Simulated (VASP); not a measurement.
Calculation: PBEsol GGA, VASP's PBE PAW potentials (set 64) (plane waves; VASP).

VASP input:

### POSCAR
```
Au
1
   -1.6194627179     1.6275600315     1.6275600315
    1.6194627179    -1.6113654043     1.6113654043
    1.6194627179     1.6113654043    -1.6113654043
Au
1
Direct
  0.0000000000   0.0000000000   0.0000000000
```

INCAR:
```
! general
SYSTEM =Au
PREC   =Accurate
ENCUT  =480
LREAL  =.FALSE.
LASPH  =.TRUE.

! electronic loop
EDIFF  =1E-7
NELM   =100
ALGO   =Normal
LMAXMIX=6

! smearing
ISMEAR =1
SIGMA  =0.1

! functional
GGA    =PS

! ions
ISIF   =2

! output
LWAVE  =.FALSE.
LCHARG =.FALSE.
```

**KPOINTS**
```
Automatic mesh
0
Gamma
14 14 14
0 0 0
```

POTCAR, in this order: Au (PBE.64 set). Program: vasp_std.

What VASP printed:

**OSZICAR**
```
       N       E                     dE             d eps       ncg     rms          rms(c)
DAV:   1     0.380686547360E+02    0.38069E+02   -0.55860E+03  8688   0.102E+03
DAV:   2    -0.391940618198E+01   -0.41988E+02   -0.39342E+02  8052   0.191E+02
DAV:   3    -0.425934527938E+01   -0.33994E+00   -0.33941E+00  8618   0.178E+01
DAV:   4    -0.426027025896E+01   -0.92498E-03   -0.92496E-03  8301   0.101E+00
DAV:   5    -0.426027644109E+01   -0.61821E-05   -0.61812E-05  8309   0.823E-02    0.933E+00
DAV:   6    -0.392915280733E+01    0.33112E+00   -0.11148E+00  7761   0.101E+01    0.579E+00
DAV:   7    -0.390458293453E+01    0.24570E-01   -0.94488E-02  8142   0.285E+00    0.285E+00
DAV:   8    -0.390132352812E+01    0.32594E-02   -0.19473E-03  8060   0.514E-01    0.298E-01
DAV:   9    -0.390130257652E+01    0.20952E-04   -0.14118E-05  8172   0.447E-02    0.149E-02
DAV:  10    -0.390130604884E+01   -0.34723E-05   -0.12085E-06  8265   0.113E-02    0.274E-03
DAV:  11    -0.390130604786E+01    0.97850E-09   -0.58619E-08  4688   0.247E-03
   1 F= -.39013060E+01 E0= -.39013426E+01  d E =0.109655E-03
```

**OUTCAR**
```
------------------------ aborting loop because EDIFF is reached ----------------------------------------
  FORCE on cell =-STRESS in cart. coord.  units (eV):
  Direction    XX          YY          ZZ          XY          YZ          ZX
  --------------------------------------------------------------------------------------
  Total        0.0061547      0.0046955      0.0046955     -0.0000000     -0.0958453      0.0000000
  in kB        0.5804387      0.4428206      0.4428206     -0.0000000     -9.0389812      0.0000000
  external PRESSURE =       0.4886933 kB  Pullay stress =       0.0000000 kB
  volume of cell :       16.99
      direct lattice vectors                 reciprocal lattice vectors
    -1.619462718  1.627560032  1.627560032     0.000000000  0.307208330  0.307208330
     1.619462718 -1.611365404  1.611365404     0.308744372 -0.001543760  0.308752091
     1.619462718  1.611365404 -1.611365404     0.308744372  0.308752091 -0.001543760
 POSITION                                       TOTAL-FORCE (eV/Angst)
 -----------------------------------------------------------------------------------
      0.00000      0.00000      0.00000         0.000000     -0.000000      0.000000
 -----------------------------------------------------------------------------------
    total drift:                                0.000000     -0.000000      0.000000
  FREE ENERGIE OF THE ION-ELECTRON SYSTEM (eV)
  ---------------------------------------------------
  free  energy   TOTEN  =        -3.9013060479 eV

  energy  without entropy=       -3.9014157024  energy(sigma->0) =       -3.90134260
```
(Selected blocks of OUTCAR.)

The structure was generated: Au was put into the bcc type (Im-3m), which need not be its known phase. This cell was strained or had an atom moved on purpose.
